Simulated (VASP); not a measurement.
All values below come from PBE GGA, VASP's PBE PAW potentials (set 64) (plane waves; VASP).

A VASP calculation is set up with these files.

### KPOINTS
```
Automatic mesh
0
Gamma
  1 1 1
```

**INCAR**
```
IBRION  =  2   # conjugate gradients
LWAVE  =  .False.
LASPH  =  .True.   # aspherical one-centre terms
ISIF  =  2
NELECT  =  319.0
ENCUT  =  400
NELM  =  100   # most electronic steps
PREC  =  Normal
EDIFF  =  1E-5
LMAXMIX  =  4
GGA  =  PE
ALGO  =  Fast
SYSTEM  =  NaPb32Te31
MAGMOM  =  64*0.0156
EDIFFG  =  -0.03   # ionic stop
LCHARG  =  .False.
ISMEAR  =  0   # Gaussian
NUPDOWN  =  1
NELMIN  =  4
SIGMA  =  0.05
LREAL  =  Auto
ISPIN  =  2   # spin-polarised
NSW  =  60   # most ionic steps
ISYM  =  0
LORBIT  =  10
```

**POSCAR**
```
NaPb32Te31
1.0
 13.1200611136   0.0000000000   0.0000000000
  0.0000000000  13.1200611136   0.0000000000
  0.0000000000   0.0000000000  13.1200611136
Te Pb Na
31 32 1
Cartesian
  9.8400458352   3.2800152784   3.2800152784
  0.0000000000   6.5600305568   3.2800152784
  0.0000000000   3.2800152784   6.5600305568
  3.2800152784   3.2800152784   3.2800152784
  9.8400458352   9.8400458352   3.2800152784
  0.0000000000   0.0000000000   3.2800152784
  6.5600305568   3.2800152784   6.5600305568
  9.8400458352   6.5600305568   6.5600305568
  0.0000000000   9.8400458352   6.5600305568
  9.8400458352   3.2800152784   9.8400458352
  0.0000000000   6.5600305568   9.8400458352
  0.0000000000   3.2800152784   0.0000000000
  3.2800152784   9.8400458352   3.2800152784
  6.5600305568   0.0000000000   3.2800152784
  3.2800152784   6.5600305568   6.5600305568
  6.5600305568   9.8400458352   6.5600305568
  9.8400458352   0.0000000000   6.5600305568
  3.2800152784   3.2800152784   9.8400458352
  6.5600305568   6.5600305568   9.8400458352
  9.8400458352   9.8400458352   9.8400458352
  0.0000000000   0.0000000000   9.8400458352
  6.5600305568   3.2800152784   0.0000000000
  9.8400458352   6.5600305568   0.0000000000
  0.0000000000   9.8400458352   0.0000000000
  3.2800152784   0.0000000000   6.5600305568
  3.2800152784   9.8400458352   9.8400458352
  6.5600305568   0.0000000000   9.8400458352
  3.2800152784   6.5600305568   0.0000000000
  6.5600305568   9.8400458352   0.0000000000
  9.8400458352   0.0000000000   0.0000000000
  3.2800152784   0.0000000000   0.0000000000
  6.5600305568   0.0000000000   0.0000000000
  9.8400458352   3.2800152784   0.0000000000
  9.8400458352   0.0000000000   3.2800152784
  0.0000000000   0.0000000000   0.0000000000
  3.2800152784   3.2800152784   0.0000000000
  6.5600305568   6.5600305568   0.0000000000
  9.8400458352   9.8400458352   0.0000000000
  3.2800152784   0.0000000000   3.2800152784
  6.5600305568   3.2800152784   3.2800152784
  9.8400458352   6.5600305568   3.2800152784
  6.5600305568   0.0000000000   6.5600305568
  9.8400458352   3.2800152784   6.5600305568
  9.8400458352   0.0000000000   9.8400458352
  0.0000000000   6.5600305568   0.0000000000
  3.2800152784   9.8400458352   0.0000000000
  0.0000000000   3.2800152784   3.2800152784
  3.2800152784   6.5600305568   3.2800152784
  6.5600305568   9.8400458352   3.2800152784
  0.0000000000   0.0000000000   6.5600305568
  3.2800152784   3.2800152784   6.5600305568
  6.5600305568   6.5600305568   6.5600305568
  9.8400458352   9.8400458352   6.5600305568
  3.2800152784   0.0000000000   9.8400458352
  6.5600305568   3.2800152784   9.8400458352
  9.8400458352   6.5600305568   9.8400458352
  0.0000000000   9.8400458352   3.2800152784
  0.0000000000   6.5600305568   6.5600305568
  3.2800152784   9.8400458352   6.5600305568
  0.0000000000   3.2800152784   9.8400458352
  3.2800152784   6.5600305568   9.8400458352
  6.5600305568   9.8400458352   9.8400458352
  0.0000000000   9.8400458352   9.8400458352
  6.5329638707   6.5780312806   3.2731403664
```

POTCAR, in this order: Te Pb Na_pv (PBE.64 set). Program: vasp_gam.

Output

### OSZICAR
```
...
RMM:   7    -0.230293211449E+03   -0.18816E-04   -0.22976E-04   851   0.174E-02    0.233E-02
RMM:   8    -0.230293219988E+03   -0.85384E-05   -0.73915E-05   594   0.924E-03
   3 F= -.23029322E+03 E0= -.23027686E+03  d E =-.260204E+00  mag=     1.0000
       N       E                     dE             d eps       ncg     rms          rms(c)
DAV:   1    -0.230299855642E+03   -0.66442E-02   -0.26252E+01   784   0.740E+00    0.464E+00
RMM:   2    -0.230430301760E+03   -0.13045E+00   -0.15401E+00   790   0.186E+00    0.193E+00
RMM:   3    -0.230457808165E+03   -0.27506E-01   -0.32696E-01   910   0.743E-01    0.101E+00
RMM:   4    -0.230460428245E+03   -0.26201E-02   -0.54875E-02   989   0.321E-01    0.631E-01
RMM:   5    -0.230459663721E+03    0.76452E-03   -0.12934E-02   939   0.160E-01    0.339E-01
RMM:   6    -0.230459690742E+03   -0.27021E-04   -0.46006E-03   947   0.914E-02    0.142E-01
RMM:   7    -0.230459795124E+03   -0.10438E-03   -0.11321E-03  1145   0.460E-02    0.975E-02
RMM:   8    -0.230459826059E+03   -0.30935E-04   -0.30872E-04   857   0.211E-02    0.487E-02
RMM:   9    -0.230459849638E+03   -0.23579E-04   -0.14902E-04   755   0.147E-02    0.229E-02
RMM:  10    -0.230459855000E+03   -0.53622E-05   -0.43460E-05   520   0.739E-03
   4 F= -.23045986E+03 E0= -.23045188E+03  d E =-.426839E+00  mag=     1.0000
       N       E                     dE             d eps       ncg     rms          rms(c)
DAV:   1    -0.230424555740E+03    0.35294E-01   -0.41669E+00   808   0.297E+00    0.163E+00
RMM:   2    -0.230446505066E+03   -0.21949E-01   -0.26229E-01   779   0.734E-01    0.551E-01
RMM:   3    -0.230451730362E+03   -0.52253E-02   -0.55146E-02   902   0.292E-01    0.411E-01
RMM:   4    -0.230452237803E+03   -0.50744E-03   -0.77822E-03  1007   0.125E-01    0.299E-01
RMM:   5    -0.230452045594E+03    0.19221E-03   -0.18826E-03   911   0.619E-02    0.166E-01
RMM:   6    -0.230452059843E+03   -0.14249E-04   -0.11398E-03   907   0.409E-02    0.497E-02
RMM:   7    -0.230452069476E+03   -0.96330E-05   -0.21222E-04   943   0.208E-02    0.383E-02
RMM:   8    -0.230452066046E+03    0.34301E-05   -0.75866E-05   650   0.979E-03
   5 F= -.23045207E+03 E0= -.23045094E+03  d E =-.419050E+00  mag=     1.0000
       N       E                     dE             d eps       ncg     rms          rms(c)
DAV:   1    -0.230455121787E+03   -0.30523E-02   -0.16156E+00   832   0.184E+00    0.947E-01
RMM:   2    -0.230463665073E+03   -0.85433E-02   -0.10408E-01   780   0.455E-01    0.320E-01
RMM:   3    -0.230465791069E+03   -0.21260E-02   -0.22471E-02   918   0.183E-01    0.249E-01
RMM:   4    -0.230465993624E+03   -0.20256E-03   -0.31892E-03  1034   0.784E-02    0.197E-01
RMM:   5    -0.230465924493E+03    0.69131E-04   -0.69809E-04   891   0.357E-02    0.120E-01
RMM:   6    -0.230465912047E+03    0.12447E-04   -0.46485E-04   850   0.258E-02    0.249E-02
RMM:   7    -0.230465914274E+03   -0.22272E-05   -0.81381E-05   725   0.132E-02
   6 F= -.23046591E+03 E0= -.23046133E+03  d E =-.432899E+00  mag=     1.0000
       N       E                     dE             d eps       ncg     rms          rms(c)
DAV:   1    -0.230513357703E+03   -0.47446E-01   -0.38715E+00   784   0.305E+00    0.124E+00
RMM:   2    -0.230530752837E+03   -0.17395E-01   -0.26609E-01   791   0.774E-01    0.474E-01
RMM:   3    -0.230535213225E+03   -0.44604E-02   -0.53177E-02   869   0.306E-01    0.405E-01
RMM:   4    -0.230535584994E+03   -0.37177E-03   -0.69108E-03   943   0.124E-01    0.302E-01
RMM:   5    -0.230535495016E+03    0.89979E-04   -0.20633E-03   843   0.692E-02    0.700E-02
RMM:   6    -0.230535537127E+03   -0.42112E-04   -0.66357E-04  1011   0.375E-02    0.541E-02
RMM:   7    -0.230535529996E+03    0.71314E-05   -0.17211E-04   847   0.170E-02    0.316E-02
RMM:   8    -0.230535533751E+03   -0.37552E-05   -0.89554E-05   657   0.985E-03
   7 F= -.23053553E+03 E0= -.23053499E+03  d E =-.696195E-01  mag=     1.0000
       N       E                     dE             d eps       ncg     rms          rms(c)
DAV:   1    -0.230542195272E+03   -0.66653E-02   -0.16921E+00   784   0.202E+00    0.812E-01
RMM:   2    -0.230549660766E+03   -0.74655E-02   -0.11772E-01   793   0.512E-01    0.307E-01
RMM:   3    -0.230551743518E+03   -0.20828E-02   -0.24443E-02   871   0.203E-01    0.270E-01
RMM:   4    -0.230551874629E+03   -0.13111E-03   -0.28721E-03   915   0.820E-02    0.178E-01
RMM:   5    -0.230551893085E+03   -0.18457E-04   -0.92618E-04   858   0.461E-02    0.456E-02
RMM:   6    -0.230551902524E+03   -0.94382E-05   -0.28118E-04  1009   0.238E-02    0.341E-02
RMM:   7    -0.230551901423E+03    0.11007E-05   -0.66448E-05   623   0.992E-03
   8 F= -.23055190E+03 E0= -.23055184E+03  d E =-.859871E-01  mag=     1.0000
       N       E                     dE             d eps       ncg     rms          rms(c)
DAV:   1    -0.230551937661E+03   -0.35138E-04   -0.52777E-02   896   0.356E-01    0.147E-01
RMM:   2    -0.230552208314E+03   -0.27065E-03   -0.39409E-03   791   0.921E-02    0.586E-02
RMM:   3    -0.230552280183E+03   -0.71869E-04   -0.79468E-04   889   0.367E-02    0.504E-02
RMM:   4    -0.230552286195E+03   -0.60124E-05   -0.10385E-04   781   0.154E-02    0.329E-02
RMM:   5    -0.230552287795E+03   -0.15996E-05   -0.32444E-05   533   0.860E-03
   9 F= -.23055229E+03 E0= -.23055225E+03  d E =-.863735E-01  mag=     1.0000
       N       E                     dE             d eps       ncg     rms          rms(c)
DAV:   1    -0.230561411741E+03   -0.91255E-02   -0.15088E+00   784   0.185E+00    0.848E-01
RMM:   2    -0.230568248073E+03   -0.68363E-02   -0.12820E-01   799   0.495E-01    0.315E-01
RMM:   3    -0.230570464858E+03   -0.22168E-02   -0.29641E-02   882   0.199E-01    0.277E-01
RMM:   4    -0.230570618332E+03   -0.15347E-03   -0.34431E-03   951   0.824E-02    0.238E-01
RMM:   5    -0.230570502412E+03    0.11592E-03   -0.12201E-03   877   0.462E-02    0.898E-02
RMM:   6    -0.230570542028E+03   -0.39616E-04   -0.45569E-04   947   0.286E-02    0.499E-02
RMM:   7    -0.230570512555E+03    0.29472E-04   -0.12468E-04   739   0.147E-02    0.239E-02
RMM:   8    -0.230570516319E+03   -0.37638E-05   -0.16221E-04   730   0.108E-02    0.123E-02
RMM:   9    -0.230570514732E+03    0.15876E-05   -0.15337E-05   478   0.619E-03
  10 F= -.23057051E+03 E0= -.23057043E+03  d E =-.182269E-01  mag=     1.0000
       N       E                     dE             d eps       ncg     rms          rms(c)
DAV:   1    -0.230570503469E+03    0.12850E-04   -0.33106E-03   896   0.872E-02    0.396E-02
RMM:   2    -0.230570520015E+03   -0.16546E-04   -0.29203E-04   784   0.240E-02    0.146E-02
RMM:   3    -0.230570524102E+03   -0.40865E-05   -0.56303E-05   631   0.980E-03    0.126E-02
RMM:   4    -0.230570524242E+03   -0.13975E-06   -0.88615E-06   416   0.449E-03
  11 F= -.23057052E+03 E0= -.23057044E+03  d E =-.182364E-01  mag=     1.0000
       N       E                     dE             d eps       ncg     rms          rms(c)
DAV:   1    -0.230570534410E+03   -0.10308E-04   -0.66865E-04   856   0.396E-02    0.179E-02
RMM:   2    -0.230570537662E+03   -0.32522E-05   -0.57251E-05   612   0.109E-02    0.538E-03
RMM:   3    -0.230570538249E+03   -0.58751E-06   -0.89915E-06   413   0.462E-03    0.413E-03
RMM:   4    -0.230570538364E+03   -0.11493E-06   -0.24317E-06   291   0.265E-03
  12 F= -.23057054E+03 E0= -.23057046E+03  d E =-.182506E-01  mag=     1.0000
       N       E                     dE             d eps       ncg     rms          rms(c)
DAV:   1    -0.230570735655E+03   -0.19741E-03   -0.21701E-01   800   0.722E-01    0.309E-01
RMM:   2    -0.230571768937E+03   -0.10333E-02   -0.12596E-02   780   0.173E-01    0.919E-02
RMM:   3    -0.230571973110E+03   -0.20417E-03   -0.24723E-03   912   0.719E-02    0.622E-02
RMM:   4    -0.230571993635E+03   -0.20524E-04   -0.37702E-04   957   0.302E-02    0.366E-02
RMM:   5    -0.230571994551E+03   -0.91610E-06   -0.85888E-05   706   0.149E-02
  13 F= -.23057199E+03 E0= -.23057185E+03  d E =-.145619E-02  mag=     1.0000
```

**OUTCAR**
```
------------------------ aborting loop because EDIFF is reached ----------------------------------------
  FORCE on cell =-STRESS in cart. coord.  units (eV):
  Direction    XX          YY          ZZ          XY          YZ          ZX
  --------------------------------------------------------------------------------------
  Total        5.7854234      5.8765997      5.9145366      0.0057004      0.0017394     -0.0003626
  in kB        4.1042911      4.1689733      4.1958865      0.0040440      0.0012339     -0.0002573
  external PRESSURE =       4.1563837 kB  Pullay stress =       0.0000000 kB
  volume of cell :     2258.43
      direct lattice vectors                 reciprocal lattice vectors
    13.120061114  0.000000000  0.000000000     0.076219157  0.000000000  0.000000000
     0.000000000 13.120061114  0.000000000     0.000000000  0.076219157  0.000000000
     0.000000000  0.000000000 13.120061114     0.000000000  0.000000000  0.076219157
  FREE ENERGIE OF THE ION-ELECTRON SYSTEM (eV)
  ---------------------------------------------------
  free  energy   TOTEN  =      -230.5719945508 eV

  energy  without entropy=     -230.5716996593  energy(sigma->0) =     -230.57184711

 total charge

# of ion       s       p       d       tot
------------------------------------------
    1        1.355   2.026   0.012   3.393
    2        1.370   2.008   0.016   3.395
    3        1.354   2.029   0.013   3.396
    4        1.356   2.025   0.012   3.393
    5        1.355   2.025   0.012   3.393
    6        1.357   2.036   0.017   3.409
    7        1.355   2.026   0.012   3.393
    8        1.355   2.026   0.012   3.393
    9        1.354   2.029   0.013   3.396
   10        1.354   2.029   0.013   3.396
   11        1.357   2.036   0.017   3.409
   12        1.354   2.029   0.013   3.396
   13        1.356   2.025   0.012   3.393
   14        1.370   2.009   0.016   3.395
   15        1.356   2.025   0.012   3.393
   16        1.356   2.025   0.012   3.393
   17        1.354   2.029   0.013   3.396
   18        1.354   2.029   0.013   3.396
   19        1.370   2.008   0.016   3.395
   20        1.354   2.029   0.013   3.396
   21        1.356   2.032   0.018   3.406
   22        1.355   2.025   0.012   3.393
   23        1.355   2.026   0.012   3.393
   24        1.354   2.029   0.013   3.396
   25        1.354   2.029   0.013   3.396
   26        1.354   2.029   0.013   3.396
   27        1.357   2.036   0.017   3.409
   28        1.356   2.025   0.012   3.393
   29        1.356   2.025   0.012   3.393
   30        1.354   2.029   0.013   3.396
   31        1.354   2.029   0.013   3.396
   32        1.805   0.907   0.116   2.829
   33        1.806   0.897   0.115   2.818
   34        1.806   0.907   0.116   2.828
   35        1.803   0.904   0.116   2.823
   36        1.806   0.896   0.115   2.818
   37        1.787   1.015   0.099   2.901
   38        1.806   0.896   0.115   2.818
   39        1.805   0.907   0.116   2.828
   40        1.787   1.015   0.099   2.902
   41        1.787   1.015   0.100   2.902
   42        1.805   0.907   0.116   2.829
   43        1.806   0.896   0.115   2.818
   44        1.804   0.904   0.116   2.823
   45        1.805   0.907   0.116   2.828
   46        1.806   0.896   0.115   2.818
   47        1.806   0.907   0.116   2.828
   48        1.787   1.015   0.099   2.900
   49        1.787   1.015   0.099   2.901
   50        1.804   0.904   0.116   2.823
   51        1.806   0.896   0.115   2.818
   52        1.787   1.015   0.099   2.901
   53        1.806   0.897   0.115   2.818
   54        1.803   0.904   0.116   2.823
   55        1.806   0.907   0.116   2.828
   56        1.806   0.906   0.116   2.828
   57        1.805   0.907   0.116   2.828
   58        1.805   0.907   0.116   2.828
   59        1.806   0.896   0.115   2.818
   60        1.804   0.904   0.116   2.823
   61        1.805   0.907   0.116   2.828
   62        1.805   0.907   0.116   2.829
   63        1.803   0.904   0.116   2.823
   64        0.084   5.953   0.000   6.037
--------------------------------------------------
tot         99.797  98.338   4.022 202.157

 magnetization (x)

# of ion       s       p       d       tot
------------------------------------------
    1        0.000   0.013   0.000   0.013
    2        0.005  -0.004   0.000   0.001
    3        0.000   0.002   0.000   0.002
    4        0.000   0.014   0.000   0.014
    5        0.000   0.013   0.000   0.014
    6        0.002  -0.001   0.000   0.001
    7        0.000   0.013   0.000   0.014
    8        0.000   0.013   0.000   0.013
    9        0.000   0.002   0.000   0.002
   10        0.000   0.002   0.000   0.002
   11        0.002  -0.001   0.000   0.001
   12        0.000   0.002   0.000   0.002
   13        0.000   0.014   0.000   0.015
   14        0.005  -0.004   0.000   0.001
   15        0.000   0.014   0.000   0.014
   16        0.000   0.014   0.000   0.014
   17        0.000   0.002   0.000   0.002
...
```
(Selected blocks of OUTCAR.)

### CONTCAR
```
NaPb32Te31
   1.00000000000000
    13.1200611136000003    0.0000000000000000    0.0000000000000000
     0.0000000000000000   13.1200611136000003    0.0000000000000000
     0.0000000000000000    0.0000000000000000   13.1200611136000003
  Te              Pb              Na
    31    32     1
Direct
     0.7500703692461075    0.2499329796899466    0.2500063707677794
     0.9993113443989965    0.4999662286535224    0.2500106855803081
     0.0000103223053032    0.2502787347365500    0.4996780629294100
     0.2501216855360156    0.2499741778935647    0.2500065143870980
     0.7500481432501659    0.7499056886638675    0.2500039811930577
     0.9999491903565649    0.0000136691317130    0.2500058083238288
     0.5000148468699934    0.2499466179412588    0.5000064310449156
     0.7500756018155258    0.4999785575495205    0.5000062881741925
     0.0000068232263052    0.7495867862418082    0.4996792590303603
     0.7497465197370760    0.2502789995179587    0.7500055302921459
     0.9999541390987363    0.4999739584964686    0.7499914794165340
     0.0000135716374490    0.2502784964449338    0.0003736059152353
     0.2501313584909822    0.7498726575660539    0.2500056909634256
     0.5000475957848189    0.0003819967398316    0.2500122805680791
     0.2501353923189149    0.4999775602405589    0.4999718145124434
     0.5000119490894017    0.7498878655537752    0.4999849139571653
     0.7497439327206251    0.9999787273157205    0.4996721729682683
     0.2504416933746537    0.2502718198883838    0.7500049579019484
     0.5000533705126102    0.4999623950615571    0.7498267978858203
     0.7497438412480529    0.7495834607261639    0.7500032505071460
     0.9999979440804072    0.9999923469214673    0.7500016534234903
     0.5000178191450335    0.2499591695383009    0.0000561397405164
     0.7500771938668281    0.4999793685691595    0.0000353102363160
     0.0000106632158817    0.7495876712605505    0.0003711866743528
     0.2504386761870357    0.9999810469828533    0.4996737108982907
     0.2504337555174109    0.7495835618093459    0.7500032850533779
     0.5000316600446675    0.0000140736764591    0.7499924258509193
     0.2501510066871267    0.4999799239161783    0.0000696662301538
     0.5000152573271134    0.7498857419071201    0.0000677105110438
     0.7497466742565975    0.9999810625654726    0.0003767577210159
     0.2504392950646188    0.9999842024861296    0.0003675411640120
     0.4999490655489725    0.0000193511088096    0.9901800099388646
     0.7511956109184550    0.2487787689168990    0.9986964332258512
     0.7594701979171452    0.0000611369870997    0.2499862563031001
     0.9998418967431451    0.0000986891471849    0.9942818776415333
     0.2486209347379142    0.2487498340731515    0.9986835119228287
     0.5001450929179184    0.4999262518408172    0.9794487901744448
     0.7512018068561610    0.7513340720939802    0.9986701036955056
     0.2401920708239270    0.9999840303790601    0.2499981521823706
     0.5002563494996231    0.2298638135635858    0.2499995993508905
     0.7698254943902346    0.4999184933331354    0.2500781928292750
     0.4999308857883428    0.0000651479153924    0.5097159236551321
     0.7511821451944763    0.2487935153570536    0.5012474430487168
     0.7555816760602866    0.0000894557745719    0.7499565920854846
     0.9999730924464287    0.5000176548006291    0.9902186102015127
     0.2486210537525016    0.7513620692651709    0.9986874105974232
     0.0000419081629034    0.2403916761333613    0.2499982844928405
     0.2291685017789882    0.4998988628111474    0.2500767216701216
     0.5002930099849436    0.7708043063148657    0.2500679530214226
     0.9998500018428836    0.0001065046729112    0.5057145579763843
     0.2486524745240306    0.2487717266719733    0.5012655111838653
     0.5002218943197189    0.4999089961339386    0.5201622541872754
     0.7512174885459386    0.7513276662814872    0.5012979342011854
     0.2444112354909738    0.0001423653238510    0.7499802821917556
     0.4999438637228870    0.2404872476612576    0.7500002753659023
     0.7594070007018106    0.5000648790169655    0.7500650583251410
     0.0000658373651907    0.7597414690246063    0.2500094430947509
     0.0000225324881179    0.5000600277428603    0.5096979005184820
     0.2486217812931135    0.7513632955271392    0.5012560563710613
     0.9998496394343841    0.2443446749310868    0.7499452221865470
     0.2402003012333140    0.5000321237179435    0.7500200660440759
     0.4999410173617252    0.7598176131110506    0.7499941249385312
     0.9998640442130822    0.7556315588459098    0.7499688687739700
     0.4991854575294409    0.5004551738349114    0.2498352947811050
```

The cell is charged, with a uniform compensating background. The supercell is sampled at Γ alone, which is coarse: total energies, pressure and levels can be off, energies of defects by several tenths of an eV.

The cell is a supercell with a defect, built from PbTe (rock salt): Na_Te, charge +2.
